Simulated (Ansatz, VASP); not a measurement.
# Si: VASP beside Ansatz

```xyz
1
Lattice="2.4781 0.0000 0.0000 -1.2390 2.1461 0.0000 0.0000 0.0000 2.4708" Properties=species:S:1:pos:R:3 pbc="T T T"
Si    0.0000    0.0000    0.0000
```

Change from the starting cell: strain -0.050 along x and y, +0.000 along z, atoms carried along.

Alike in both runs: task single point; functional LDA; k mesh 24 × 24 × 24; occupations gaussian, width 0.15 eV; no spin polarisation.

```csv
,VASP,Ansatz
version,VASP 6.6.1,Ansatz 0.2.0
potentials or method,"VASP PAW LDA potentials, release 64 (Si)","scalar-relativistic, plane waves, PAW"
plane-wave cutoff (eV),520,420
valence electrons in the cell,4,4
```

VASP gave:

| Item | Value |
| --- | --- |
| gap on the k mesh at the Fermi level (eV) | none |
| pressure (GPa) | 15.1 |
| largest component of the traceless stress (GPa) | 11.71 |

Problem. Which values does Ansatz return?

Solution. gap on the k mesh at the Fermi level (eV): none; pressure (GPa): 15.0; largest component of the traceless stress (GPa): 11.73.

A gap of «none» marks a metal or a gap that the smearing closes.

Caveats: so large a pressure means that the cell lies far from this level's equilibrium, or that cutoff or potentials fall short (VASP).
